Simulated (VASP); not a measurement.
Calculation: PBEsol GGA, VASP's PBE PAW potentials (set 64) (plane waves; VASP).

A VASP calculation is set up with these files.

INCAR:
```
! general
SYSTEM   =  Sb
PREC     =  Accurate
ENCUT    =  400   ! plane-wave cut-off (eV)
LREAL    =  F   ! projection in real space or not
LASPH    =  T   ! aspherical one-centre terms

! electronic loop
EDIFF    =  1E-6
NELM     =  100   ! most electronic steps
ALGO     =  Normal   ! blocked Davidson
LMAXMIX  =  4   ! l cut-off of mixed one-centre charges

! smearing
ISMEAR   =  1   ! Methfessel-Paxton
SIGMA    =  0.1   ! width (eV)

! functional
GGA      =  PS   ! PBEsol

! ions
IBRION   =  2   ! conjugate gradients
NSW      =  60
ISIF     =  3
EDIFFG   =  -0.01   ! ionic stop

! output
LWAVE    =  F
LCHARG   =  F
```

### KPOINTS
```
Automatic mesh
0
Gamma
11 11 6
0 0 0
```

**POSCAR**
```
Sb
1
    3.3684218487     0.0000000000    -0.0000000000
   -1.6842109244     2.9171393111     0.0000000000
    0.0000000000    -0.0000000000     5.3028817026
Sb
2
Direct
  0.3333330000   0.6666670000   0.2500000000
  0.6666670000   0.3333330000   0.7500000000
```

POTCAR, in this order: Sb (PBE.64 set). Program: vasp_std.

What will the output report for the number of irreducible k-points (NKPTS), number of bands (NBANDS), largest plane-wave count, number of space-group operations, FFT grid (NGX, NGY, NGZ)?

| Property | Result |
|---|---|
| number of irreducible k-points (NKPTS) | 64 |
| number of bands (NBANDS) | 9 |
| largest plane-wave count | 972 |
| number of space-group operations | 24 |
| FFT grid (NGX, NGY, NGZ) | 24 × 24 × 36 |

The structure comes from a measured Sb entry (P6_3/mmc) of the Crystallography Open Database, whose conditions weren't checked. This run relaxes it. Symmetry was kept, so distortions that lower it aren't found. The start is the result of an earlier pass.
